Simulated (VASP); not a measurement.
# NbRu3C (Pm-3m) in VASP: reference runs

Reference runs on NbRu3C: the cell as given and a disturbed copy, and energy against volume gives the equilibrium volume and stiffness.

Everything below comes from runs of VASP 6.6.1. Logs are shortened: lines on timing, memory, paths and dates and some standing lists are left out, and cuts for length are marked.

## (1) The crystal as given

The structure is cubic, space group Pm-3m (No. 221). Conventional cell: a = 4.065 Å, b = 4.065 Å, c = 4.065 Å, α = 90.00°, β = 90.00°, γ = 90.00°. Ru (site symmetry 4/mmm) is surrounded by 2 C at 2.03 Å. Nb (site symmetry m-3m) is surrounded by 12 Ru at 2.87 Å. C (site symmetry m-3m) is surrounded by 6 Ru at 2.03 Å.

The cell comes from a database or a generator and needn't be the stable form of this composition.

## (2) Single point, PBEsol

INCAR

```
SYSTEM = NbRu3C
ALGO = Normal ; EDIFF = 1E-7
ENCUT = 520 ; GGA = PS
ISIF = 2 ; ISMEAR = -1
KPAR = 2 ; LASPH = .TRUE.
LCHARG = .FALSE. ; LREAL = .FALSE.
LWAVE = .FALSE. ; NBANDS = 38
NELM = 100 ; PREC = Accurate
SIGMA = 0.05
```

KPOINTS

```
k-points
0
G
  7 7 7
  0 0 0
```

POSCAR

```
NbRu3C
1.0
    4.0651380000      0.0000000000      0.0000000000
    0.0000000000      4.0651380000      0.0000000000
    0.0000000000      0.0000000000      4.0651380000
Ru Nb C
3 1 1
Direct
    0.5000000000      0.5000000000      0.0000000000
    0.5000000000      0.0000000000      0.5000000000
    0.0000000000      0.5000000000      0.5000000000
    0.0000000000      0.0000000000      0.0000000000
    0.5000000000      0.5000000000      0.5000000000
```

Potentials or basis: VASP PAW PBE potentials, release 64 (Ru_pv, Nb_sv, C).

Started as:

```bash
$ cat potpaw_PBE.64/Ru_pv/POTCAR potpaw_PBE.64/Nb_sv/POTCAR potpaw_PBE.64/C/POTCAR > POTCAR
$ mpirun -np 2 vasp_std > vasp.out
```

OUTCAR:

```text
SYSTEM = NbRu3C
   EDIFF = 1E-7
   ENCUT = 520
   GGA = PS
   ISIF = 2
   ISMEAR = -1
   LASPH = .TRUE.
   LREAL = .FALSE.
   NELM = 100
   PREC = Accurate

 ion  position               nearest neighbor table
   1  0.500  0.500  0.000-   5 2.03   5 2.03   4 2.87   2 2.87   2 2.87   3 2.87   3 2.87   2 2.87
                             4 2.87   2 2.87   3 2.87   4 2.87   3 2.87   4 2.87
   2  0.500  0.000  0.500-   5 2.03   5 2.03   4 2.87   1 2.87   1 2.87   4 2.87   1 2.87   3 2.87
                             3 2.87   1 2.87   3 2.87   4 2.87   4 2.87   3 2.87
   3  0.000  0.500  0.500-   5 2.03   5 2.03   4 2.87   1 2.87   1 2.87   4 2.87   2 2.87   4 2.87
                             4 2.87   1 2.87   2 2.87   2 2.87   1 2.87   2 2.87
   4  0.000  0.000  0.000-   1 2.87   2 2.87   3 2.87   2 2.87   3 2.87   1 2.87   3 2.87   3 2.87
                             1 2.87   2 2.87   2 2.87   1 2.87
   5  0.500  0.500  0.500-   1 2.03   2 2.03   3 2.03   1 2.03   2 2.03   3 2.03

  LATTYP: Found a simple cubic cell.
 ALAT       =     4.0651380000

  Lattice vectors:

 A1 = (   4.0651380000,   0.0000000000,   0.0000000000)
 A2 = (   0.0000000000,   4.0651380000,   0.0000000000)
 A3 = (   0.0000000000,   0.0000000000,   4.0651380000)

Analysis of symmetry for initial positions (statically):
=====================================================================
 Subroutine PRICEL returns:
 Original cell was already a primitive cell.

 Routine SETGRP: Setting up the symmetry group for a
 simple cubic supercell.

 Subroutine GETGRP returns: Found 48 space group operations
 (whereof 48 operations were pure point group operations)
 out of a pool of 48 trial point group operations.

The static configuration has the point symmetry O_h .

Analysis of symmetry for dynamics (positions and initial velocities):
=====================================================================
 Subroutine PRICEL returns:
 Original cell was already a primitive cell.

 Routine SETGRP: Setting up the symmetry group for a
 simple cubic supercell.

 Subroutine GETGRP returns: Found 48 space group operations
 (whereof 48 operations were pure point group operations)
 out of a pool of 48 trial point group operations.

The dynamic configuration has the point symmetry O_h .

 Subroutine INISYM returns: Found 48 space group operations
 (whereof 48 operations are pure point group operations),
 and found     1 'primitive' translations

----------------------------------------------------------------------------------------

                                     Primitive cell

  volume of cell :      67.1778

  direct lattice vectors                    reciprocal lattice vectors
     4.065138000  0.000000000  0.000000000     0.245994109  0.000000000  0.000000000
     0.000000000  4.065138000  0.000000000     0.000000000  0.245994109  0.000000000
     0.000000000  0.000000000  4.065138000     0.000000000  0.000000000  0.245994109

  length of vectors
     4.065138000  4.065138000  4.065138000     0.245994109  0.245994109  0.245994109

  position of ions in fractional coordinates (direct lattice)
     0.500000000  0.500000000  0.000000000
     0.500000000  0.000000000  0.500000000
     0.000000000  0.500000000  0.500000000
     0.000000000  0.000000000  0.000000000
     0.500000000  0.500000000  0.500000000

  ion indices of the primitive-cell ions
   primitive index   ion index
                 1           1
                 2           2
                 3           3
                 4           4
                 5           5

----------------------------------------------------------------------------------------

 KPOINTS: k-points

Automatic generation of k-mesh.
 Grid dimensions read from file:
 generate k-points for:    7    7    7

 Generating k-lattice:

  Cartesian coordinates                     Fractional coordinates (reciprocal lattice)
     0.035142016  0.000000000  0.000000000     0.142857143  0.000000000  0.000000000
     0.000000000  0.035142016  0.000000000     0.000000000  0.142857143  0.000000000
     0.000000000  0.000000000  0.035142016     0.000000000  0.000000000  0.142857143

  Length of vectors
     0.035142016  0.035142016  0.035142016

  Shift w.r.t. Gamma in fractional coordinates (k-lattice)
     0.000000000  0.000000000  0.000000000

 Subroutine IBZKPT returns following result:
 ===========================================

 Found     20 irreducible k-points:

 Following reciprocal coordinates:
            Coordinates               Weight
  0.000000  0.000000  0.000000      1.000000
  0.142857  0.000000  0.000000      6.000000
  0.285714  0.000000  0.000000      6.000000
  0.428571  0.000000  0.000000      6.000000
  0.142857  0.142857  0.000000     12.000000
  0.285714  0.142857  0.000000     24.000000
[... 12 lines left out ...]
  0.428571  0.428571  0.285714     24.000000
  0.428571  0.428571  0.428571      8.000000
   k-points           NKPTS =     20   k-points in BZ     NKDIM =     20   number of bands    NBANDS=     38
   number of dos      NEDOS =    301   number of ions     NIONS =      5
   total plane-waves  NPLWV =  27000
   dimension x,y,z NGX =    30 NGY =   30 NGZ =   30
   dimension x,y,z NGXF=    60 NGYF=   60 NGZF=   60
   ions per type =               3   1   1
   NGX,Y,Z   is equivalent  to a cutoff of  12.27, 12.27, 12.27 a.u.
   NGXF,Y,Z  is equivalent  to a cutoff of  24.54, 24.54, 24.54 a.u.
 SYSTEM =  NbRu3C
   PREC   = accura    normal or accurate (medium, high low for compatibility)
   ISTART =      0    job   : 0-new  1-cont  2-samecut
   ICHARG =      2    charge: 1-file 2-atom 10-const
   ISPIN  =      1    spin polarized calculation?
   LNONCOLLINEAR =      F non collinear calculations
   LSORBIT =      F    spin-orbit coupling
   LASPH  =      T    aspherical Exc in radial PAW
   ENCUT  =  520.0 eV  38.22 Ry    6.18 a.u.   7.56  7.56  7.56*2*pi/ulx,y,z
   NELM   =    100;   NELMIN=  2; NELMDL= -5     # of ELM steps
   EDIFF  = 0.1E-06   stopping-criterion for ELM
   LREAL  =      F    real-space projection
   EDIFFG = 0.1E-05   stopping-criterion for IOM
   NSW    =      0    number of steps for IOM
   IBRION =     -1    ionic relax: 0-MD 1-quasi-New 2-CG
   NFREE  =      0    steps in history (QN), initial steepest desc. (CG)
   ISIF   =      2    stress and relaxation
   ISYM   =      2    0-nonsym 1-usesym 2-fastsym
   POTIM  = 0.5000    time-step for ionic-motion
   TEBEG  =    0.0;   TEEND  =   0.0 temperature during run
   PSTRESS=    0.0 pullay stress
   NELECT =      59.0000    total number of electrons
   NUPDOWN=      -1.0000    fix difference up-down
   EMIN   =  10.00;   EMAX   =-10.00  energy-range for DOS
   EFERMI =   0.00;   METHOD = LEGACY
   ISMEAR =    -1;   SIGMA  =   0.05  broadening in eV -4-tet -1-fermi 0-gaus
   EFERMI_NEDOS =   21; number of points for ismear=-14 and -15
   IALGO  =     38    algorithm
   IMIX   =      4    mixing-type and parameters
     AMIX     =   0.40;   BMIX     =  1.00
     AMIX_MAG =   1.60;   BMIX_MAG =  1.00
  volume/ion in A,a.u.               =      13.44        90.67
  Fermi-wavevector in a.u.,A,eV,Ry     =   1.567774  2.962664 33.441981  2.457916
  Thomas-Fermi vector in A             =   2.669904
   LORBIT       =      0    0 simple, 1 ext, 2 COOP (PROOUT), +10 PAW based schemes
   GGA     = PS    functional components
   LHFCALC =     F    Hartree Fock is set to
   AEXX    =    0.0000 exact exchange contribution
   IVDW    =     0    specifies the selected vdW correction
   LEPSILON=     F    determine dielectric tensor
   LRPA    =     F    only Hartree local field effects (RPA)
 non-spin polarized calculation
  energy-cutoff  :      520.00
  volume of cell :       67.18
 maximum number of plane-waves:      1839
 NGX is ok and might be reduce to    30
   NGX = 15   NGY = 15   NGZ = 15

 number of electron      59.0000034 magnetization

 Free energy of the ion-electron system (eV)
  ---------------------------------------------------
  ext. energy  EPLUGINS =         0.00000000
  ---------------------------------------------------
  free energy    TOTEN  =       -51.32577612 eV

  energy without entropy =      -51.30292264  energy(sigma->0) =      -51.31434938

 E-fermi :  11.9837     XC(G=0): -13.4855

 val. band max:       11.9362664495   @ k =   0.4286   0.1429   0.1429
 cond. band min:      11.9862429769   @ k =   0.4286   0.1429   0.1429
 fundamental gap:      0.0499765273
 Fermi energy:        11.9837115873

 k-point     1 :       0.0000    0.0000    0.0000
  band No.  band energies     occupation
      1     -43.9643      2.00000
      2     -31.6814      2.00000
      3     -31.6814      2.00000
      4     -31.6814      2.00000
      5     -31.0158      2.00000
      6     -31.0158      2.00000
[... 30 lines left out ...]
     37      14.9202      0.00000
     38      17.1289      0.00000

 k-point     2 :       0.1429    0.0000    0.0000
  band No.  band energies     occupation
      1     -43.9644      2.00000
      2     -31.6758      2.00000
      3     -31.6758      2.00000
      4     -31.6716      2.00000
      5     -31.0267      2.00000
      6     -31.0206      2.00000
[... 30 lines left out ...]
     37      14.9091      0.00000
     38      16.7715      0.00000

 k-point     3 :       0.2857    0.0000    0.0000
  band No.  band energies     occupation
      1     -43.9645      2.00000
      2     -31.6629      2.00000
      3     -31.6629      2.00000
      4     -31.6484      2.00000
      5     -31.0526      2.00000
      6     -31.0341      2.00000
[... 30 lines left out ...]
     37      14.8872      0.00000
[... 617 lines left out ...]
 k-point    19 :       0.4286    0.4286    0.2857
  band No.  band energies     occupation
      1     -43.9628      2.00000
      2     -31.9380      2.00000
      3     -31.4875      2.00000
      4     -31.4396      2.00000
      5     -31.2026      2.00000
      6     -31.1739      2.00000
[... 30 lines left out ...]
     37      15.5399      0.00000
     38      16.5623      0.00000

 k-point    20 :       0.4286    0.4286    0.4286
  band No.  band energies     occupation
      1     -43.9622      2.00000
      2     -31.9837      2.00000
      3     -31.4386      2.00000
      4     -31.4386      2.00000
      5     -31.2063      2.00000
      6     -31.2052      2.00000
[... 30 lines left out ...]
     37      14.5160      0.00000
     38      17.2457      0.00000

------------------------ aborting loop because EDIFF is reached ----------------------------------------

  FORCE on cell =-STRESS in cart. coord.  units (eV):
  Direction    XX          YY          ZZ          XY          YZ          ZX
  --------------------------------------------------------------------------------------
  -------------------------------------------------------------------------------------
  Total       -4.9886883     -4.9886883     -4.9886883      0.0000000      0.0000000     -0.0000000
  in kB     -118.9792067   -118.9792067   -118.9792067      0.0000000      0.0000000     -0.0000000
  external PRESSURE =    -118.9792067 kB  Pullay stress =       0.0000000 kB

 VOLUME and BASIS-vectors are now :
 -----------------------------------------------------------------------------
  energy-cutoff  :      520.00
  volume of cell :       67.18
      direct lattice vectors                 reciprocal lattice vectors
     4.065138000  0.000000000  0.000000000     0.245994109  0.000000000  0.000000000
     0.000000000  4.065138000  0.000000000     0.000000000  0.245994109  0.000000000
     0.000000000  0.000000000  4.065138000     0.000000000  0.000000000  0.245994109

 POSITION                                       TOTAL-FORCE (eV/Angst)
 -----------------------------------------------------------------------------------
      2.03257      2.03257      0.00000         0.000000      0.000000      0.000000
      2.03257      0.00000      2.03257         0.000000      0.000000      0.000000
      0.00000      2.03257      2.03257         0.000000      0.000000      0.000000
      0.00000      0.00000      0.00000         0.000000      0.000000      0.000000
      2.03257      2.03257      2.03257         0.000000      0.000000      0.000000
 -----------------------------------------------------------------------------------
    total drift:                                0.000000      0.000000     -0.000000

  FREE ENERGIE OF THE ION-ELECTRON SYSTEM (eV)
  ---------------------------------------------------
  free  energy   TOTEN  =       -51.3257761223 eV

  energy  without entropy=      -51.3029226419  energy(sigma->0) =      -51.31434938
```

Wall time 39 s (2 MPI ranks of AMD EPYC 7R43 (Zen 3), shared host); peak memory 0.15 GiB.

Results:

```
Free energy            : -51.3258 eV
Pressure               : -11.9 GPa
Band gap on the k mesh : none (metal or under the smearing width)
```

Levels at points of the mesh, in eV from the Fermi level:
```tsv
k point	band 25	band 26	band 27	band 28	band 29	band 30	band 31	band 32	band 33	band 34
(0.00, 0.00, 0.00)	-2.56	-2.56	-1.39	-1.39	0.63	0.65	0.65	0.65	1.84	1.84
```

Caveat: the PAW data sets were made with another functional, which shifts forces and pressure a little.

## (3) Equation of state, PBEsol, 12.63 Å³/atom (volume scaled by 0.94)

INCAR is that of step 2.

KPOINTS is that of step 2.

POSCAR: that of step 2 with these lines changed.

```diff
@@ -2,5 +2,5 @@
 1.0
-    4.0651380000      0.0000000000      0.0000000000
-    0.0000000000      4.0651380000      0.0000000000
-    0.0000000000      0.0000000000      4.0651380000
+    3.9821527148      0.0000000000      0.0000000000
+    0.0000000000      3.9821527148      0.0000000000
+    0.0000000000      0.0000000000      3.9821527148
 Ru Nb C
```

Potentials or basis: VASP PAW PBE potentials, release 64 (Ru_pv, Nb_sv, C).

Started as:

```bash
$ cat potpaw_PBE.64/Ru_pv/POTCAR potpaw_PBE.64/Nb_sv/POTCAR potpaw_PBE.64/C/POTCAR > POTCAR
$ mpirun -np 2 vasp_std > vasp.out
```

Run time: 41 s. Hardware: 2 MPI ranks of AMD EPYC 7R43 (Zen 3), shared host; peak memory 0.15 GiB.

It converged, with:

```
Free energy            : -51.4052 eV
Pressure               : 6.4 GPa
Band gap on the k mesh : none (metal or under the smearing width)
```

Caveat: the PAW data sets were made with another functional, which shifts forces and pressure a little.

## (4) Equation of state, PBEsol, 12.90 Å³/atom (volume scaled by 0.96)

INCAR is that of step 3.

KPOINTS is that of step 3.

POSCAR: that of step 3 with these lines changed.

```diff
@@ -2,5 +2,5 @@
 1.0
-    3.9821527148      0.0000000000      0.0000000000
-    0.0000000000      3.9821527148      0.0000000000
-    0.0000000000      0.0000000000      3.9821527148
+    4.0101969678      0.0000000000      0.0000000000
+    0.0000000000      4.0101969678      0.0000000000
+    0.0000000000      0.0000000000      4.0101969678
 Ru Nb C
```

Started as:

```bash
$ cat potpaw_PBE.64/Ru_pv/POTCAR potpaw_PBE.64/Nb_sv/POTCAR potpaw_PBE.64/C/POTCAR > POTCAR
$ mpirun -np 2 vasp_std > vasp.out
```

Wall time 38 s (2 MPI ranks of AMD EPYC 7R43 (Zen 3), shared host); peak memory 0.16 GiB.

The run converged. Its results:

- Free energy: -51.4307 eV
- Pressure: -0.4 GPa
- Band gap on the k mesh: none (metal or under the smearing width)

Caveat: the PAW data sets were made with another functional, which shifts forces and pressure a little.

[end of part 1 of 2]
